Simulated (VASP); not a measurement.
Input:

```xyz
3
Lattice="0.0000 2.9926 2.9926 2.9926 0.0000 2.9926 2.9926 2.9926 0.0000" Properties=species:S:1:pos:R:3 pbc="T T T"
Al     1.4963     1.4963     1.4963
Al     4.4889     4.4889     4.4889
Au     0.0000     0.0000     0.0000
```

All values below come from PBE GGA with D3 dispersion (zero damping), VASP's PBE PAW potentials (set 64) (plane waves; VASP). Numerical set-up: 520 eV cut-off, 9×9×9 Γ-centred mesh, first-order Methfessel-Paxton smearing of 0.10 eV, potentials Al Au.

Q: Give the energy at these volumes per atom, relative to the lowest: 16.79, 17.32, 17.86, 18.39, 18.93 Å³.

A: 26.4, 6.3, 0.0, 5.2, 20.2 meV/atom. A third-order Birch-Murnaghan fit gives B0 = 115 GPa and B0′ = 4.8.

The compound is AuAl2 in the fluorite structure. It was relaxed first.
